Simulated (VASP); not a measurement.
## BAs (relaxed from the WC structure, space group P-6m2): computed properties

Calculation: r2SCAN meta-GGA, VASP's PBE PAW potentials (set 64) (plane waves; VASP).

```
Quantity                                                                                                   Result
----------------------------------  -----------------------------------------------------------------------------
space group                                                                                           P-6m2 (187)
cell                                a = 3.1725 Å, b = 3.1725 Å, c = 2.9174 Å, α = 90.00°, β = 90.00°, γ = 120.00°
volume per atom                                                                                     12.71 Å³/atom
band gap (over mesh and band path)                                       none (metal, semimetal or under 0.01 eV)
density                                                                                                5.60 g/cm³
```

AsB is taken in the hexagonal space group P-6m2 (No. 187), Pearson symbol hP2. Lattice parameters: a = 3.172 Å, b = 3.172 Å, c = 2.917 Å, α = 90.00°, β = 90.00°, γ = 120.00°. B on 1a has 6 As at 2.342 Å (trigonal prismatic). As on 1f sees 6 B at 2.342 Å and 2 As at 2.917 Å and 6 As at 3.172 Å. (Neighbours: up to the widest gap in distance over summed covalent radii, below 1.35, at either atom.)

The structure was generated: BAs was put into the WC type (P-6m2), which need not be its known phase. It was relaxed first, which changed the volume by +14 %. Symmetry was kept, so distortions that lower it aren't found.
